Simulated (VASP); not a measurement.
An input for Ansatz (written as the equivalent of a VASP run, and not itself run):

Ansatz 0.2 input:
```yaml
crystal:
  lattice:
    - [0.0000000, 1.8038115, 1.8038115]
    - [1.8038115, 0.0000000, 1.8038115]
    - [1.8038115, 1.8038115, 0.0000000]
  atoms:
    - { symbol: B, position: [0.0000000, 0.0000000, 0.0000000] }
    - { symbol: N, position: [0.2500000, 0.2500000, 0.2500000] }
kpoints:
  mp_grid: { grid: [14, 14, 14] }
hamiltonian:
  xc: pbe
  dispersion: d4
  pseudopotentials: { kind: paw }
scf:
  occupations: { method: tetrahedron }
  max_iter: 100
output: { forces: true, stress: true, eigenvalues: true }
```

Task: Translate this input to VASP (INCAR, KPOINTS, POSCAR, choice of POTCAR).

Result: One answer among several that fit: 
INCAR:
```
LCHARG=T
ALGO=Normal
PREC=Accurate
LWAVE=F
ISIF=2   # forces and stress, cell fixed
SYSTEM=BN
ISMEAR=-5   # tetrahedra, Bloechl
LORBIT=11
IVDW=13
EDIFF=1E-7   # SCF stop (eV)
NEDOS=601   # DOS grid
NELM=100   # most electronic steps
LASPH=T   # aspherical one-centre terms
GGA=PE   # PBE
ENCUT=520   # plane-wave cut-off (eV)
LREAL=F   # projection in real space or not
```

**POSCAR**
```
BN
1
    0.0000000000     1.8038114603     1.8038114603
    1.8038114603     0.0000000000     1.8038114603
    1.8038114603     1.8038114603     0.0000000000
B N
1 1
Direct
  0.0000000000   0.0000000000   0.0000000000
  0.2500000000   0.2500000000   0.2500000000
```

**KPOINTS**
```
Automatic mesh
0
Gamma
14 14 14
0 0 0
```

POTCAR, in this order: B N (PBE.64 set). Program: vasp_std.

What does not carry over: each code has its own PAW files, so the cut-off isn't converted (ENCUT is set for VASP's; basis.ecutwfc is left out, and Ansatz then takes the one that its files recommend); Ansatz stops its SCF on the density residual and VASP on the energy change (EDIFF).

The compound is BN in the zinc blende structure. It was relaxed first.
